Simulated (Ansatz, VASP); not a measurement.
**Cross-check of SiCF2 (F-SiC-F chair, 1 layer) between VASP and Ansatz**

Wanted: the spread between two codes on one cell, functional and k mesh. The structure shown is the start of the Ansatz relaxation below; VASP solves that cell, so the two are compared at the walk's first step.

Program: Ansatz 0.2.0. Level of theory: plane waves, with VASP 6.6.1 beside it; single point at PBE. Results are calculated unless marked as measured.

### 1. The structure

The cell holds 4 atoms: 2 F, 1 C and 1 Si. Its edges and angles: a = 3.086 Å, b = 3.085 Å, c = 19.633 Å, α = 90.0°, β = 90.0°, γ = 120.0°. Vacuum lies along c.

### 2. Ansatz: relaxation, PBE

Ansatz runs on its default PAW (the set named soft_2) files.

The two programs are compared at the cell with which this relaxation starts, whose forces are those of its first step.

File input.yaml:

```yaml
crystal:
  lattice:
    - [3.0855, 0.0, 0.0]
    - [-1.54275, 2.6721213834, 0.0]
    - [0.0, 0.0, 19.6333333333]
  atoms:
    - { symbol: F, position: [0.6666666667, 0.3333333333, 0.4074702886] }
    - { symbol: C, position: [0.6666666667, 0.3333333333, 0.4752122241] }
    - { symbol: Si, position: [0.3333333333, 0.6666666667, 0.5069609508] }
    - { symbol: F, position: [0.3333333333, 0.6666666667, 0.5925297114] }
kpoints:
  mp_grid: { grid: [12, 12, 1] }
hamiltonian:
  xc: pbe
scf:
  occupations: { method: fermi_dirac, width: 0.05 }
  convergence: { dr2_threshold: 1.0e-08 }
efield:
  axis: 3
  dipole_correction: true
  ramp_position: 0.97
  ramp_width: 0.04
relax:
  f_tol: 0.01
  cell: { fix: [c, alpha, beta] }
output:
  write_potential: true
  write_density: true
  volumetric_format: npy
```

On the command line:

```sh
$ ansatz run input.yaml --threads 2 --pin off --max-ram 4096MiB --backend cpu --events-out ev --progress --plain --runs-dir out
```

Numbers of over 12 decimals in the logs are rounded to 6 here.

Log:

```text
Warning: relax.cell: scf.convergence.dr2_threshold = 1e-8 eV is looser than the 4e-10 eV advised for a relaxation that steers and ends on the stress (1e-10 eV for each atom of the cell: 4). What an SCF threshold leaves in a stress goes as its square root, and in the free energy as the threshold itself, and one threshold admits the most on a small cell: [figures from the program's tests cut] Set scf.convergence.dr2_threshold to 4e-10 eV or tighter. The threshold is an SCF's pass mark: one that does not reach it within its budget of iterations ends unconverged, or closes short of it on a stop that the run arms, and scf.convergence.dr2_threshold's page says what that costs each kind of run
Engine: ansatz 0.2.0, aarch64-unknown-linux-gnu
Pseudopotentials: kind: paw
Pseudopotential: F, paw, valence charge 7, recommended cutoff 420 eV (normal), F.paw.azcp
Pseudopotential: C, paw, valence charge 4, recommended cutoff 420 eV (normal), C.paw.azcp
Pseudopotential: Si, paw, valence charge 4, recommended cutoff 420 eV (normal), Si.paw.azcp
Functional definition: PBE
  parameter kappa = 0.804
  parameter beta = 0.066725
  exchange = pbe_x(kappa = kappa, mu = beta*pi^2/3)
  correlation = pbe_c(beta = beta)
Crystal: 4 atoms, lattice volume = 161.874 Å³
Basis set: ecut = 420 eV, 3161 PW (Γ), exchange–correlation on 48×48×270 points (8 copies of the dense FFT grid, shifted against one another)
Bands: 15, of which v1, the nominal top of the filled ones, is band 11 counted from 1 (10 counted from 0)
Symmetry: 6 space group operations
Space group: P3m1 (ITA 156), of the structure as read, at distance tolerance 5.4e-5 Å
k-points: 19 of 144 (time reversal used)
Non-local potential: F, projectors of the file, l = 0: 2, l = 1: 2, l = 2: 1
Non-local potential: C, projectors of the file, l = 0: 2, l = 1: 2, l = 2: 1
Non-local potential: Si, projectors of the file, l = 0: 2, l = 1: 2, l = 2: 2
PAW form: soft (Blöchl's): semilocal exchange-correlation on the pseudo side does not see the compensation charge
PAW one-centre angular grid: F, 110 points (default); XC on 64 Gauss nodes
PAW one-centre angular grid: C, 110 points (default); XC on 64 Gauss nodes
PAW one-centre angular grid: Si, 110 points (default); XC on 64 Gauss nodes
Initial density: superposition of atomic densities (neutral atoms: chi_scale 0, normalization atom), corrected by the library's trained network
Initial wavefunctions: pseudopotential atomic-orbital guess
Functional: x = pbe(κ = 0.804, μ = 0.219515), c = pbe(β = 0.066725)
SCF iter   1: F=—  HF=-2502.925283 eV  |F-HF|=—  |Δ(HF+E_count)|=         —  Δρ=5.57e-3  dr2=1.47e-1  ethr=1.77e-3  p=-0.123 e·Å  D=-1.37e-1 V/Å  ΔV_dip=2.69 eV  dr2_dipole=2.48e-2  V_vac-E_F(+/−)=7.22/4.53 eV  ⟨swp⟩=8.1  Hψ=2087  notcnv=0
efield: sawtooth ramp at fractional position 0.9700 (set: `efield.ramp_position`, or a place that a band, a saddle search or an elastic batch's reference lends), width 0.0400; the density the first Hamiltonian is built on has a dipole p = -0.123 e·Å; the dipole correction subtracts the counter field D = -1.37e-1 V/Å, which shifts the + side's vacuum level by +2.69 eV against the − side's; the planar-averaged density in the ramp window peaks in size at 1.0e-5 e/Å³
preconditioner: auto → none  [insulator: Δε(μ)=1.747 eV  Ē_g=13.971 eV  σ=0.050 eV  W_gap=1.00  n_scr=12 (ndim 8)  ℏωp=13.1 eV  f_vac=0.688  D(μ)=0.00/eV (n_scr^D=0)  ε∞_Penn≈1.9]
SCF iter   2: F=—  HF=-2502.934793 eV  |F-HF|=—  |Δ(HF+E_count)|=   9.51e-3  Δρ=9.21e-3  dr2=2.13e-1  ethr=6.67e-4  p=-0.017 e·Å  D=-1.95e-2 V/Å  ΔV_dip=0.38 eV  dr2_dipole=3.09e-2  V_vac-E_F(+/−)=6.28/5.90 eV  ⟨swp⟩=4.2  Hψ=781  notcnv=0
SCF iter   3: F=—  HF=-2502.885930 eV  |F-HF|=—  |Δ(HF+E_count)|=   4.89e-2  Δρ=2.17e-3  dr2=4.02e-3  ethr=6.67e-4  p=-0.067 e·Å  D=-7.44e-2 V/Å  ΔV_dip=1.46 eV  dr2_dipole=4.67e-5  V_vac-E_F(+/−)=6.89/5.43 eV  ⟨swp⟩=3.4  Hψ=600  notcnv=0
SCF iter   4: F=—  HF=-2502.886255 eV  |F-HF|=—  |Δ(HF+E_count)|=   3.25e-4  Δρ=9.14e-4  dr2=9.00e-4  ethr=1.83e-5  p=-0.065 e·Å  D=-7.24e-2 V/Å  ΔV_dip=1.42 eV  dr2_dipole=1.34e-5  V_vac-E_F(+/−)=6.96/5.54 eV  ⟨swp⟩=2.2  Hψ=587  notcnv=0
SCF iter   5: F=—  HF=-2502.886385 eV  |F-HF|=—  |Δ(HF+E_count)|=   1.30e-4  Δρ=2.14e-4  dr2=3.51e-5  ethr=4.09e-6  p=-0.065 e·Å  D=-7.25e-2 V/Å  ΔV_dip=1.42 eV  dr2_dipole=2.50e-7  V_vac-E_F(+/−)=7.03/5.61 eV  ⟨swp⟩=2.5  Hψ=488  notcnv=0
SCF iter   6: F=—  HF=-2502.886283 eV  |F-HF|=—  |Δ(HF+E_count)|=   1.01e-4  Δρ=4.67e-5  dr2=1.59e-6  ethr=1.60e-7  p=-0.065 e·Å  D=-7.26e-2 V/Å  ΔV_dip=1.43 eV  dr2_dipole=5.18e-9  V_vac-E_F(+/−)=7.04/5.61 eV  ⟨swp⟩=2.1  Hψ=508  notcnv=0
[...]
SCF 9 converged in 6 iterations: F = -2503.206276 eV  dr2 = 3.91e-9
relax step   9: F+E_penalty+E_count = -2503.20627601 eV  Δ(F+E_penalty+E_count) = +3.294e-4 eV  max|allowed force component| = 8.766e-3 eV/Å  Δτ_max = 0.0006 Å  P = +0.004 GPa  Ω = 170.688 Å³  energy of the carried Pulay correction = -1.206e-3 eV  fix = [c, alpha, beta]  reactions: c -0.012 GPa  (6 SCF iters, accepted)
iter 1 solved again at ethr=6.32e-7 eV; its pass at ethr=3.10e-3 eV (dr2=1.39e-4 eV) is discarded
SCF iter   1: F=—  HF=-2503.207606 eV  |F-HF|=—  |Δ(HF+E_count)|=         —  Δρ=5.32e-5  dr2=4.84e-7  ethr=6.32e-7  p=-0.004 e·Å  D=-4.32e-3 V/Å  ΔV_dip=0.08 eV  dr2_dipole=4.43e-10  V_vac-E_F(+/−)=6.57/6.48 eV  ⟨swp⟩=3.3  Hψ=2950  notcnv=0
efield: sawtooth ramp at fractional position 0.9700 (set: `efield.ramp_position`, or a place that a band, a saddle search or an elastic batch's reference lends), width 0.0400; the density the first Hamiltonian is built on has a dipole p = -0.004 e·Å; the dipole correction subtracts the counter field D = -4.32e-3 V/Å, which shifts the + side's vacuum level by +0.08 eV against the − side's; the planar-averaged density in the ramp window peaks in size at 8.1e-6 e/Å³
preconditioner: auto → none  [insulator: Δε(μ)=1.952 eV  Ē_g=12.062 eV  σ=0.050 eV  W_gap=1.00  n_scr=12 (ndim 8)  ℏωp=12.1 eV  f_vac=0.695  D(μ)=0.00/eV (n_scr^D=0)  ε∞_Penn≈2.0]
SCF iter   2: F=—  HF=-2503.207452 eV  |F-HF|=—  |Δ(HF+E_count)|=   1.54e-4  Δρ=2.56e-5  dr2=2.63e-7  ethr=2.20e-9  p=-0.004 e·Å  D=-4.33e-3 V/Å  ΔV_dip=0.09 eV  dr2_dipole=2.01e-9  V_vac-E_F(+/−)=6.57/6.48 eV  ⟨swp⟩=3.4  Hψ=617  notcnv=0
SCF iter   3: F=—  HF=-2503.207516 eV  |F-HF|=—  |Δ(HF+E_count)|=   6.39e-5  Δρ=1.48e-5  dr2=4.47e-8  ethr=1.19e-9  p=-0.004 e·Å  D=-4.30e-3 V/Å  ΔV_dip=0.08 eV  dr2_dipole=7.75e-10  V_vac-E_F(+/−)=6.57/6.48 eV  ⟨swp⟩=2.4  Hψ=491  notcnv=0
SCF iter   4: F=—  HF=-2503.207556 eV  |F-HF|=—  |Δ(HF+E_count)|=   4.03e-5  Δρ=6.16e-6  dr2=1.61e-8  ethr=2.03e-10  p=-0.004 e·Å  D=-4.32e-3 V/Å  ΔV_dip=0.08 eV  dr2_dipole=1.04e-9  V_vac-E_F(+/−)=6.57/6.48 eV  ⟨swp⟩=2.1  Hψ=437  notcnv=0
iter 5 met the thresholds in force, and the SCF goes on: an eigenvalue changes by 3.35 meV, over its tolerance of 3.16 meV (output.eigenvalues, Limitations)
SCF iter   5: F=-2503.207572 eV  HF=-2503.207569 eV  |F-HF|=2.32e-6  |Δ(HF+E_count)|=   1.30e-5  Δρ=1.75e-6  dr2=2.63e-9  ethr=4.55e-11  p=-0.004 e·Å  D=-4.30e-3 V/Å  ΔV_dip=0.08 eV  dr2_dipole=3.74e-10  V_vac-E_F(+/−)=6.57/6.48 eV  ⟨swp⟩=14.3  Hψ=2377  notcnv=0
SCF iter   6: F=-2503.207572 eV  HF=-2503.207571 eV  |F-HF|=6.01e-7  |Δ(HF+E_count)|=   1.73e-6  Δρ=6.18e-7  dr2=2.21e-10  ethr=1.20e-11  p=-0.004 e·Å  D=-4.31e-3 V/Å  ΔV_dip=0.08 eV  dr2_dipole=1.43e-11  V_vac-E_F(+/−)=6.57/6.48 eV  ⟨swp⟩=8.2  Hψ=2009  notcnv=0
SCF 10 converged in 6 iterations: F = -2503.207572 eV  dr2 = 2.21e-10
relax step  10: F+E_penalty+E_count = -2503.20757163 eV  Δ(F+E_penalty+E_count) = -1.296e-3 eV  max|allowed force component| = 8.428e-3 eV/Å  Δτ_max = 0.0000 Å  P = +0.009 GPa  Ω = 170.688 Å³  fix = [c, alpha, beta]  reactions: c -0.013 GPa  stress off target by 2.04e-2 GPa on what of the cell is left free  SCF on the basis re-selected at this cell (its energy is not comparable with the rows above)  (6 SCF iters)
basis re-selected at this cell: Δ(F+E_penalty+E_count) = -1.296e-3 eV, ΔP = +0.005 GPa vs the last step (what re-selecting the basis moved, of the pressure what is left beyond the Pulay correction that the steps carried, after the strain that the cell walked since its last selection, with what the two solves' SCF thresholds leave and, on support functions, any second-order correction that the steps lacked; it is no m [...]
WARN: The output density's exchange-correlation potential varies sharply where the density is thin. Do not read a vacuum level from v_tot or v_xc, or from such a field of the output density. On a cell that repeats whose density bears no net charge and no dipole along the vacuum's axis use v_es (v_loc + v_h of the components); under efield.dipole_correction with no amplitude use v_es + v_field, which holds any externa [...]
SCF converged after 6 iterations
an eigenvalue changed by more than its tolerance at an iteration that met the thresholds in force, so the SCF went on 1 time: the last check found none over its tolerance
Free energy (F): -2503.207572 eV
Harris-Foulkes:  -2503.207571 eV  (|F-HF|=6.01e-7)
Internal energy: -2503.207572 eV  (E = F + TS)
E sigma→0 (E₀):  -2503.207572 eV
Fermi energy:    -3.264830 eV
Dipole field:    D = -0.004316 V/Å  (p = -0.004071 e·Å, saw-weighted, corrected)
Work function:   Φ+ = 6.5676 eV   Φ− = 6.4828 eV
Levels:          The Fermi level and band energies are counted from a zero that moves with the ramp; work functions are not
--- Per-component energies (eV) ---
  E_band       = -286.796403
  E_kinetic    = 544.381880
  E_local      = -10365.402121  (includes V_loc(G=0)·N_el)
  E_nonlocal   = 198.006271
  E_hartree    = 4893.541503
  E_xc         = -262.474364
  E_vxc        = -310.374430  (∫ρ·V_xc dr)
  E_paw        = -1012.426545  (= ΣΔE_a)
  E_vpaw       = -140.506932  (= ΣTr[D̂ρ^β])
  E_aug_tail   = 0.004129  (compensation charges beyond the density's cutoff)
  E_efield     = 0.000009  (sawtooth field / dipole correction)
  E_vefield    = 0.011441  (∫n·V_field dr)
  E_ewald      = 3501.161666
  E_smearing   = -0.000000  (= −TS)
  E_closure    = -0.000000  (closes the sum)
  Σ components = -2503.207572   (vs F -2503.207572, Δ=0.00e0)
--- Forces (eV/Å), atoms counted from 1 ---
  atom   1  F      0.00000000    -0.00000000    -0.00024376
  atom   2  C     -0.00000000     0.00000000     0.00350615
  atom   3  Si     0.00000000    -0.00000000     0.00517751
  atom   4  F      0.00000000    -0.00000000    -0.00842403
  max |Σ_I F_I| component: 1.59e-5 eV/Å
--- Stress (GPa, compression-positive) ---
        0.020356       0.000000       0.000000
        0.000000       0.020356      -0.000000
        0.000000      -0.000000      -0.013237
  P = ⅓ Tr σ = 0.0092 GPa (0.092 kbar)
--- Band table (eV; the first three rows and the last of 19) ---
  k-point 0: bands = [... 7 lower, -8.2839, -8.2839, -4.2662, -4.2662, -2.3148, 1.4067, 2.8459, 3.0549]
  k-point 1: bands = [... 7 lower, -8.3236, -8.2940, -4.6621, -4.3629, -2.0571, 1.6290, 2.8087, 3.0243]
  k-point 2: bands = [... 7 lower, -8.4299, -8.3256, -5.4697, -4.5959, -1.5427, 1.7404, 2.7999, 3.5199]
  k-point 18: bands = [... 7 lower, -9.0494, -8.4403, -7.1044, -6.6911, 2.0184, 2.8800, 3.3198, 4.7600]
--- Relaxed structure (8 steps of the walk, 8 accepted, 2 SCFs on fresh bases) ---
  F+E_penalty+E_count = -2503.20757163 eV   max|allowed force component| = 8.428e-3 eV/Å   (the final SCF, on the basis selected at the relaxed cell)
  cell:  # Å, volume = 170.6876 Å³
    - [3.168390, 0, 0]
    - [-1.584195, 2.743906, 0]
    - [0, 0, 19.6333333333]
  atoms:
    - { symbol: F, position: [0.666667, 0.333333, 0.405845] }
    - { symbol: C, position: [0.666667, 0.333333, 0.478913] }
    - { symbol: Si, position: [0.333333, 0.666667, 0.507886] }
    - { symbol: F, position: [0.333333, 0.666667, 0.589528] }
```

The column dr2 measures how far the density is from self-consistency, as an energy; F and HF (Harris–Foulkes) agree once it is small.

(Part 1 of 2 ends here.)

[Lines on the potential files, build, host, timing and source positions are cut from VASP's logs without a mark.]

[Logs are printed without paths, hosts, clocks, repeated set-up lines and the standing remarks that a program may print on its own settings, such as how far it seeks lower states.]

[Hosts, paths, dates, database ids (printed as entryN), source tags and the programs' standing remarks are cut or masked in the printed files.]
